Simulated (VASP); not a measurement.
# Al15CoN16 (a cell with a defect) in VASP: notebook, part 3 of 3

VASP 6.6.1.

**5. Single point, HSE06, collinear spin, ferromagnetic start**

The input, POSCAR:

```
Al15CoN16                               
1.0
    6.2200008610      0.0000000000      0.0000000000
   -3.1100004305      5.3866787572      0.0000000000
    0.0000000000      0.0000000000      9.9600000000
  Co              Al              N             
     1    15    16
Direct
     0.3335150572688744    0.1663755169419767    0.9998826939994846
     0.3339535781045957    0.1670158651185435    0.4998697030027484
     0.3366598890282583    0.6685181688654034    0.0018538401508738
     0.3341994603497865    0.6672114795026574    0.5006177264790899
     0.8343903716200416    0.1680711687371176    0.0010245544753325
     0.8339570074391978    0.1671017853941122    0.5006365401659967
     0.8334859880083215    0.6686999138763133    0.0018346977516030
     0.8343298570817061    0.6674419446799869    0.5006271404586966
     0.1663442451631141    0.3330964599483605    0.2506446440679388
     0.1673103338820413    0.3343633059753276    0.7497178173203156
     0.1664655937802767    0.8317290811033927    0.2512676089924623
     0.1676576386790801    0.8350679180707820    0.7504424440365165
     0.6673258169883116    0.3334967227496317    0.2506740109312909
     0.6671965720387122    0.3343281110048445    0.7496692619673891
     0.6674634850786823    0.8340452906630471    0.2511883163070791
     0.6672677813291436    0.8343431051235438    0.7505926733097112
     0.3327301592354257    0.1649976532521527    0.1956264461206569
     0.3339224575221131    0.1677087164222258    0.6908443634938422
     0.3343584963945858    0.6665835419000586    0.1922918017956608
     0.3342364022244204    0.6682424710975493    0.6914118008476653
     0.8337400963490899    0.1672767511027923    0.1915600704443420
     0.8336478059097927    0.1671291053843214    0.6911850688616348
     0.8334994335060025    0.6668823857452615    0.1922653317666768
     0.8342260415405530    0.6682522545951263    0.6913954958322966
     0.1670977020817193    0.3339382863391847    0.4416949143222301
     0.1666252683979544    0.3390567497497745    0.9399724348822869
     0.1673026540344565    0.8332381141653751    0.4418671465487250
     0.1651579760598520    0.8284619208689489    0.9419648498495178
     0.6677569277667116    0.3341250891194256    0.4417571357245976
     0.6735604217256936    0.3392008385154296    0.9397812654795034
     0.6675487780056344    0.8339576034306898    0.4417184959100438
     0.6685667034058373    0.8356266805566245    0.9417017047037980
```

The input, INCAR.step1:

```
SYSTEM = Al15CoN16
PREC     = Accurate       ! precision mode
ENCUT    = 450            ! plane-wave cutoff, eV
EDIFF    = 1E-5           ! SCF threshold, eV
ISMEAR   = 0              ! smearing method
SIGMA    = 0.03           ! smearing width, eV
LREAL    = Auto         
LASPH    = .TRUE.         ! aspherical terms in the spheres
NELM     = 70             ! most SCF steps
ALGO     = Normal         ! electronic algorithm
ISIF     = 2              ! what is computed and relaxed
LWAVE    = .TRUE.         ! write WAVECAR
LCHARG   = .FALSE.        ! write CHGCAR
ISPIN    = 2              ! spin polarisation
MAGMOM   = 4 0 0 0 0 0 0 0 0 0 0 0 0 0 0 0 0 0 0 0 0 0 0 0 0 0 0 0 0 0 0 0 ! initial moments
LORBIT   = 11             ! projections on sites
NUPDOWN  = 4              ! fixed moment
LMAXMIX  = 4              ! l up to which the mixer works
ISYM     = -1           
TIME     = 0.4          
NKRED    = 2            
GGA      = PE             ! functional
KPAR     = 2
```

The input, INCAR.step2:

```
SYSTEM = Al15CoN16
PREC     = Accurate       ! precision mode
ENCUT    = 450            ! plane-wave cutoff, eV
EDIFF    = 1E-4           ! SCF threshold, eV
ISMEAR   = 0              ! smearing method
SIGMA    = 0.03           ! smearing width, eV
LREAL    = Auto         
LASPH    = .TRUE.         ! aspherical terms in the spheres
NELM     = 70             ! most SCF steps
ALGO     = Damped         ! electronic algorithm
ISIF     = 2              ! what is computed and relaxed
LWAVE    = .FALSE.        ! write WAVECAR
LCHARG   = .FALSE.        ! write CHGCAR
ISPIN    = 2              ! spin polarisation
MAGMOM   = 4 0 0 0 0 0 0 0 0 0 0 0 0 0 0 0 0 0 0 0 0 0 0 0 0 0 0 0 0 0 0 0 ! initial moments
LORBIT   = 11             ! projections on sites
NUPDOWN  = 4              ! fixed moment
LMAXMIX  = 4              ! l up to which the mixer works
GGA      = PE             ! functional
LHFCALC  = .TRUE.         ! exact exchange
HFSCREEN = 0.2            ! screening, 1/A
PRECFOCK = Fast         
ISYM     = -1           
TIME     = 0.4          
NKRED    = 2            
ISTART   = 1            
KPAR     = 2
```

The input, KPOINTS:

```
regular mesh
0
G
  2 2 2
  0 0 0
```

The run is started by

```bash
cat potpaw_PBE.64/Co/POTCAR potpaw_PBE.64/Al/POTCAR potpaw_PBE.64/N/POTCAR > POTCAR
cp INCAR.step1 INCAR
mpirun -np 4 vasp_std > vasp.out
cp INCAR.step2 INCAR
mpirun -np 4 vasp_std > vasp.out
```

Run time: 11 min. Hardware: 4 MPI ranks of Intel Xeon 6975P-C (Granite Rapids), shared host; peak memory 0.76 GiB.

It converged, with:

```
Free energy                                           : -282.2838 eV
Largest force                                         : 0.332 eV/Å
Net moment                                            : 4.00 μB per cell
Site moments                                          : Co +2.95; Al +0.00, +0.01; N +0.13, +0.00, -0.00, +0.01, +0.16 μB
Valence electrons inside the program's atomic spheres : Co 8.11; Al 0.88, 0.87; N 3.83, 3.86, 3.87
```

Forces in eV/Å, atoms in the order of the input:
```
Co   0.019  0.117  0.085
Al  -0.005  0.007 -0.017
Al  -0.015  0.022  0.025
Al   0.002 -0.002  0.020
Al   0.002  0.009 -0.006
Al  -0.004  0.013  0.002
Al   0.011  0.010  0.018
Al  -0.015 -0.011  0.020
Al   0.039  0.028  0.071
Al  -0.028  0.046 -0.035
Al  -0.004  0.008  0.013
Al   0.005 -0.090 -0.023
Al  -0.029  0.008  0.070
Al   0.038  0.054 -0.036
Al   0.001 -0.016  0.025
Al   0.012 -0.005 -0.015
N    0.008  0.090  0.152
N    0.004 -0.006  0.054
N    0.003 -0.007 -0.041
N    0.023 -0.008 -0.012
N    0.009 -0.019 -0.029
N    0.008  0.009  0.010
N   -0.012 -0.013 -0.038
N   -0.005  0.000 -0.011
N   -0.013  0.002  0.003
N   -0.233  0.003 -0.042
N   -0.009 -0.012  0.003
N   -0.019 -0.251 -0.216
N    0.013  0.000 -0.005
N    0.210 -0.007 -0.026
N   -0.005  0.007 -0.021
N   -0.011  0.016  0.003
```

Caveat: the k mesh is coarse (spacing up to 0.58 Å⁻¹), so the values aren't converged, least of all with exact exchange; the PAW data sets were made with another functional, which shifts forces and pressure a little; the total moment is fixed, so each spin has its own Fermi level.

**6. Overview**

| level | fixed moment (μB) | k mesh | grid for exact exchange (PRECFOCK) | screening parameter | moment (μB) | largest force (eV/Å) |
| --- | --- | --- | --- | --- | --- | --- |
| PBEsol | 2 | 3 × 3 × 2 | - | - | 2.00 | 0.46 |
| HSE06 | 2 | 2 × 2 × 2 | Fast | 0.2 1/A | 2.00 | 0.25 |
| PBEsol | 4 | 3 × 3 × 2 | - | - | 4.00 | 0.24 |
| HSE06 | 4 | 2 × 2 × 2 | Fast | 0.2 1/A | 4.00 | 0.33 |

Some of these runs hold the atoms at other places in the same cell, which the table doesn't show; runs alike in all that it shows share one row.

Alike in all rows: task single point; potentials or basis VASP PAW PBE potentials, release 64 (Co, Al, N); spin collinear, ferromagnetic start; cell as given; cutoff (eV) 450; smearing gaussian 0.03 eV; the mesh is coarse, so values aren't converged.

Caveats: all runs use coarse meshes; the PAW data sets were made with another functional, which shifts forces and pressure a little; the total moment is fixed, so each spin has its own Fermi level.

Absolute energies hang on the potentials; compare differences alone.
